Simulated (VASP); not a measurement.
Input:

```yaml
crystal:
  lattice:
    - [5.57642, 0.00000, 0.00000]
    - [0.00000, 5.57642, 0.00000]
    - [0.00000, 0.00000, 20.10587]
  atoms:
    - { symbol: Pd, position: [0.25000, 0.24902, 0.35483] }
    - { symbol: Pd, position: [0.75000, 0.24947, 0.35524] }
    - { symbol: Pd, position: [0.25000, 0.75098, 0.35483] }
    - { symbol: Pd, position: [0.75000, 0.75053, 0.35524] }
    - { symbol: Pd, position: [0.00001, 0.00000, 0.45201] }
    - { symbol: Pd, position: [0.49999, 0.00000, 0.45201] }
    - { symbol: Pd, position: [0.99967, 0.50000, 0.45123] }
    - { symbol: Pd, position: [0.50033, 0.50000, 0.45123] }
    - { symbol: Pd, position: [0.25000, 0.25009, 0.54912] }
    - { symbol: Pd, position: [0.75000, 0.24774, 0.55030] }
    - { symbol: Pd, position: [0.25000, 0.74991, 0.54912] }
    - { symbol: Pd, position: [0.75000, 0.75226, 0.55030] }
    - { symbol: Pd, position: [0.99239, 0.00000, 0.65175] }
    - { symbol: Pd, position: [0.50761, 0.00000, 0.65175] }
    - { symbol: Pd, position: [0.00233, 0.50000, 0.64645] }
    - { symbol: Pd, position: [0.49767, 0.50000, 0.64645] }
    - { symbol: C, position: [0.25000, 0.00000, 0.70654] }
```

Method: PBE GGA, VASP's PBE PAW potentials (set 64) (plane waves; VASP). Run with PREC = Normal, 400 eV cut-off, 5×5×1 Γ-centred mesh, first-order Methfessel-Paxton smearing of 0.10 eV, potentials Pd C.

Task: What does the run give for the energy per atom (σ→0), band gap (on the k-mesh) with the smallest direct gap where there is one?

Result: 
```yaml
band gap (on the k-mesh): none (metal, semimetal or under 0.01 eV)
energy per atom (σ→0): -5.000 eV/atom
```

Only differences to runs with the same potentials and settings are physical.

The cell is a thin slab with vacuum, built from Pd (fcc): (100) face, C adsorbed.
